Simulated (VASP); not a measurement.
All values below come from r2SCAN meta-GGA, VASP's PBE PAW potentials (set 64) (plane waves; VASP).

VASP input:

File POSCAR:
```
SiNi
1.0
  4.4609969840   0.0000000000   0.0000000000
  0.0000000000   4.4609969840   0.0000000000
  0.0000000000   0.0000000000   4.4609969840
Si Ni
4 4
Direct
  0.6529285217   0.1529285217   0.3470714783
  0.8470714783   0.8470714783   0.8470714783
  0.1529285217   0.3470714783   0.6529285217
  0.3470714783   0.6529285217   0.1529285217
  0.3512647295   0.8512647295   0.6487352705
  0.1487352705   0.1487352705   0.1487352705
  0.8512647295   0.6487352705   0.3512647295
  0.6487352705   0.3512647295   0.8512647295
```

File KPOINTS:
```
Automatic mesh
0
gamma
  8 8 8
```

### KPOINTS_OPT
```
k-points along high-symmetry lines
8
Line-mode
Reciprocal
  0.000000   0.000000   0.000000 ! GAMMA
  0.000000   0.500000   0.000000 ! X

  0.000000   0.500000   0.000000 ! X
  0.500000   0.500000   0.000000 ! M

  0.500000   0.500000   0.000000 ! M
  0.000000   0.000000   0.000000 ! GAMMA

  0.000000   0.000000   0.000000 ! GAMMA
  0.500000   0.500000   0.500000 ! R

  0.500000   0.500000   0.500000 ! R
  0.000000   0.500000   0.000000 ! X

  0.500000   0.500000   0.500000 ! R
  0.500000   0.500000   0.000000 ! M

  0.500000   0.500000   0.000000 ! M
  0.500000   0.000000   0.000000 ! X_1
```

**INCAR**
```
PREC = Accurate
LCHARG = .False.
NELM = 100   # most electronic steps
ALGO = Normal   # blocked Davidson
ENCUT = 400   # plane-wave cut-off (eV)
SYSTEM = SiNi
ISMEAR = -5   # tetrahedra, Bloechl
LWAVE = .False.
LMAXMIX = 4
ISIF = 2   # forces and stress, cell fixed
LREAL = .False.   # projection in real space or not
LEFG = .True.
NEDOS = 601   # DOS grid
LASPH = .True.   # aspherical one-centre terms
LORBIT = 11
LMIXTAU = .True.
METAGGA = R2SCAN
EDIFF = 1E-7
```

POTCAR, in this order: Si Ni (PBE.64 set). Program: vasp_std.

Output of the run:

OSZICAR:
```
       N       E                     dE             d eps       ncg     rms          rms(c)
DAV:   1     0.295892843551E+03    0.29589E+03   -0.21683E+04  2970   0.174E+03
DAV:   2    -0.696299823367E+02   -0.36552E+03   -0.35806E+03  2970   0.384E+02
DAV:   3    -0.965648731300E+02   -0.26935E+02   -0.26420E+02  3339   0.128E+02
DAV:   4    -0.976454393830E+02   -0.10806E+01   -0.10705E+01  3768   0.226E+01
DAV:   5    -0.976836418949E+02   -0.38203E-01   -0.38165E-01  3776   0.403E+00    0.272E+01
DAV:   6    -0.962550234244E+02    0.14286E+01   -0.15759E+02  3712   0.169E+02    0.301E+01
DAV:   7    -0.856467753211E+02    0.10608E+02   -0.41973E+01  3491   0.104E+02    0.840E+00
DAV:   8    -0.860208731967E+02   -0.37410E+00   -0.71062E+00  4432   0.216E+01    0.504E+00
DAV:   9    -0.858453814260E+02    0.17549E+00   -0.79682E-01  4191   0.123E+01    0.961E-01
DAV:  10    -0.858490785614E+02   -0.36971E-02   -0.90127E-02  4568   0.300E+00    0.287E-01
DAV:  11    -0.858464254384E+02    0.26531E-02   -0.28808E-02  3406   0.184E+00    0.297E-01
DAV:  12    -0.858511097082E+02   -0.46843E-02   -0.11813E-02  3436   0.129E+00    0.459E-02
DAV:  13    -0.858511952344E+02   -0.85526E-04   -0.62012E-04  4681   0.215E-01    0.585E-02
DAV:  14    -0.858511417737E+02    0.53461E-04   -0.15783E-04  4041   0.116E-01    0.288E-02
DAV:  15    -0.858511746079E+02   -0.32834E-04   -0.64194E-05  4190   0.948E-02    0.118E-02
DAV:  16    -0.858511871165E+02   -0.12509E-04   -0.16412E-05  3081   0.322E-02    0.327E-03
DAV:  17    -0.858511884583E+02   -0.13418E-05   -0.12671E-06  3629   0.906E-03    0.189E-03
DAV:  18    -0.858511884507E+02    0.76170E-08   -0.20044E-07  1885   0.581E-03
   1 F= -.85851188E+02 E0= -.85851188E+02  d E =0.000000E+00
       N       E                     dE             ncg
       N       E                     dE             ncg
```

OUTCAR:
```
------------------------ aborting loop because EDIFF is reached ----------------------------------------
  FORCE on cell =-STRESS in cart. coord.  units (eV):
  Direction    XX          YY          ZZ          XY          YZ          ZX
  --------------------------------------------------------------------------------------
  Total        0.0788424      0.0788424      0.0788424     -0.0000000      0.0000000      0.0000000
  in kB        1.4229000      1.4229000      1.4229000     -0.0000000      0.0000000      0.0000000
  external PRESSURE =       1.4229000 kB  Pullay stress =       0.0000000 kB
  volume of cell :       88.78
      direct lattice vectors                 reciprocal lattice vectors
     4.460996984  0.000000000  0.000000000     0.224165137  0.000000000  0.000000000
     0.000000000  4.460996984  0.000000000     0.000000000  0.224165137  0.000000000
     0.000000000  0.000000000  4.460996984     0.000000000  0.000000000  0.224165137
 POSITION                                       TOTAL-FORCE (eV/Angst)
 -----------------------------------------------------------------------------------
      2.91271      0.68221      1.54828         0.007919      0.007919     -0.007919
      3.77878      3.77878      3.77878        -0.007919     -0.007919     -0.007919
      0.68221      1.54828      2.91271         0.007919     -0.007919      0.007919
      1.54828      2.91271      0.68221        -0.007919      0.007919      0.007919
      1.56699      3.79749      2.89401         0.000946      0.000946     -0.000946
      0.66351      0.66351      0.66351        -0.000946     -0.000946     -0.000946
      3.79749      2.89401      1.56699         0.000946     -0.000946      0.000946
      2.89401      1.56699      3.79749        -0.000946      0.000946      0.000946
 -----------------------------------------------------------------------------------
    total drift:                                0.000000      0.000000      0.000000
  FREE ENERGIE OF THE ION-ELECTRON SYSTEM (eV)
  ---------------------------------------------------
  free  energy   TOTEN  =       -85.8511884507 eV

  energy  without entropy=      -85.8511884507  energy(sigma->0) =      -85.85118845

 total charge

# of ion       s       p       d       tot
------------------------------------------
    1        0.720   0.874   0.000   1.595
    2        0.720   0.874   0.000   1.595
    3        0.720   0.874   0.000   1.595
    4        0.720   0.874   0.000   1.595
    5        0.477   0.661   8.522   9.660
    6        0.477   0.661   8.522   9.660
    7        0.477   0.661   8.522   9.660
    8        0.477   0.661   8.522   9.660
--------------------------------------------------
tot          4.792   6.140  34.087  45.018
```
(Selected blocks of OUTCAR.)

**OUTCAR**
```
 val. band max:       12.4348836573   @ k =   0.2500   0.1250   0.0000

 cond. band min:      12.2246265885   @ k =   0.5000   0.1250   0.0000


 Fermi energy:        12.3793179096

 k-point     1 :       0.0000    0.0000    0.0000
  band No.  band energies     occupation
      1      -2.9168      2.00000
      2       2.9138      2.00000
      3       2.9138      2.00000
      4       2.9138      2.00000
      5       5.5246      2.00000
      6       5.5246      2.00000
      7       5.5246      2.00000
      8       7.3160      2.00000
      9       7.3160      2.00000
     10       7.3160      2.00000
     11       7.9480      2.00000
     12       7.9480      2.00000
     13       7.9604      2.00000
     14       8.3051      2.00000
     15       8.3051      2.00000
     16       8.3051      2.00000
     17       8.6941      2.00000
     18       8.6941      2.00000
     19       8.6941      2.00000
     20       9.8211      2.00000
     21       9.8211      2.00000
     22       9.8211      2.00000
     23       9.9183      2.00000
     24       9.9183      2.00000
     25      10.5865      2.00000
     26      10.5865      2.00000
     27      10.5865      2.00000
     28      13.5209     -0.03386
     29      13.5209      0.00000
     30      13.5209      0.00000
     31      13.7590      0.00000
     32      13.7590      0.00000
     33      14.4412      0.00000

 k-point     2 :       0.1250    0.0000    0.0000
  band No.  band energies     occupation
      1      -2.7965      2.00000
      2       2.0562      2.00000
      3       2.9958      2.00000
      4       3.5075      2.00000
      5       5.1044      2.00000
      6       5.5917      2.00000
      7       6.1463      2.00000
      8       6.7434      2.00000
      9       7.0859      2.00000
     10       7.8255      2.00000
     11       7.8382      2.00000
     12       7.9741      2.00000
     13       8.1284      2.00000
     14       8.2478      2.00000
     15       8.3118      2.00000
...
```

For a metal the tetrahedron method with Blöchl corrections gives inexact stress and forces.

The structure comes from a computed database's SiNi entry (P2_13); how it stands against other phases isn't given here. It was relaxed first. The run is not spin-polarised, so no magnetic state was tried.
